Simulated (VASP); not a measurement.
Data:

```
CELL_PARAMETERS angstrom
      0.00000     2.83907     2.83907
      2.83907     0.00000     2.83907
      2.83907     2.83907     0.00000
ATOMIC_POSITIONS crystal
  Li 0.25000 0.25000 0.25000
  Li 0.75000 0.75000 0.75000
  S  0.00000 0.00000 0.00000
```

Method: rev-vdW-DF2, VASP's PBE PAW potentials (set 64) (plane waves; VASP). Numerical set-up: 520 eV cut-off, Gaussian smearing of 0.050 eV, potentials Li_sv S.

**Question.** Estimate the band gap (along the path) with the smallest direct gap where there is one.

**Answer.** 
```yaml
band gap (along the path): 3.35 eV
smallest direct gap (along the path): 4.31 eV
```

Only differences to runs with the same potentials and settings are physical.

The compound is Li2S in the antifluorite structure. It was relaxed first.
